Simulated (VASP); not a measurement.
Input of a VASP 6.6.1 run:

Contents of INCAR:

```
SYSTEM = Pm3Hf
PREC = Accurate
ENCUT = 520
EDIFF = 1E-7
ISMEAR = 0
SIGMA = 0.05
LREAL = .FALSE.
LASPH = .TRUE.
NELM = 100
ALGO = Normal
ISIF = 2
LWAVE = .FALSE.
LCHARG = .TRUE.
ISPIN = 2
MAGMOM = 0 4 4 4
LORBIT = 11
LMAXMIX = 6
GGA = CA
LELF = .TRUE.
LVHAR = .TRUE.
NBANDS = 34
```

Contents of KPOINTS:

```
Automatic mesh
0
G
  8 8 8
  0 0 0
```

POSCAR

```
Pm3Hf
1.0
   -2.4847870000      2.4847870000      4.9528570000
    2.4847870000     -2.4847870000      4.9528570000
    2.4847870000      2.4847870000     -4.9528570000
Hf Pm
1 3
Direct
    0.0000000000      0.0000000000      0.0000000000
    0.5000000000      0.5000000000      0.0000000000
    0.2500000000      0.7500000000      0.5000000000
    0.7500000000      0.2500000000      0.5000000000
```

Potentials or basis: VASP PAW PBE potentials, release 64 (Hf_pv, Pm_3), 4f in core.

Command:

```bash
$ cat potpaw_PBE.64/Hf_pv/POTCAR potpaw_PBE.64/Pm_3/POTCAR > POTCAR
$ mpirun -np 1 vasp_std > vasp.out
```

Task: Estimate the band gap on the k mesh.

Result: None (metal or under the smearing width).

Task: Predict the net moment.

Result: 0.00 μB per cell.

Task: Predict the pressure.

Result: -5.0 GPa.

Stress tensor (GPa, compression positive):
```
-4.96  0.00  0.00
 0.00 -4.96  0.00
 0.00  0.00 -5.08
```

Caveat: the magnetic or orbital state may not be the lowest; the PAW data sets were made with another functional, which shifts forces and pressure a little; the 4f electrons are frozen in the core as for a trivalent ion, so they carry no moment and show no levels. The state reached can hang on the start; a lower one may exist.
